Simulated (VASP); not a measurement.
Computed with PBEsol GGA, VASP's PBE PAW potentials (set 64) (plane waves; VASP 6.6.1).

VASP ran on this input.

**INCAR**
```
ALGO  =  Normal
EDIFF  =  1E-6
EDIFFG  =  -0.02
ENCUT  =  500
GGA  =  PS
IBRION  =  2
ISIF  =  3
ISMEAR  =  0
LASPH  =  .TRUE.
LCHARG  =  .FALSE.
LMAXMIX  =  4
LREAL  =  .FALSE.
LWAVE  =  .FALSE.
NELM  =  100
NSW  =  40
PREC  =  Accurate
PSTRESS  =  200
SIGMA  =  0.05
SYSTEM  =  PbTe
```

**POSCAR**
```
PbTe
1
    0.0000000000     2.9619399581     2.9619399581
    2.9619399581     0.0000000000     2.9619399581
    2.9619399581     2.9619399581     0.0000000000
Pb Te
1 1
Direct
  0.0000000000   0.0000000000   1.0000000000
  0.5000000000   0.5000000000   0.5000000000
```

**KPOINTS**
```
Automatic
0
Gamma
 8 8 8
0 0 0
```

POTCAR, in this order: Pb_d Te (PBE.64 set). Program: vasp_std.

**Question.** What will the output report for the number of irreducible k-points (NKPTS), largest plane-wave count, number of space-group operations, FFT grid (NGX, NGY, NGZ)?

**Answer.** 
```
Property                                       Value
--------------------------------------  ------------
number of irreducible k-points (NKPTS)            29
largest plane-wave count                        1363
number of space-group operations                  48
FFT grid (NGX, NGY, NGZ)                32 × 32 × 32
```

The structure was generated: PbTe was put into the rock salt type (Fm-3m), which need not be its known phase. This run relaxes it under an external pressure of 20 GPa. Symmetry was kept, so distortions that lower it aren't found.
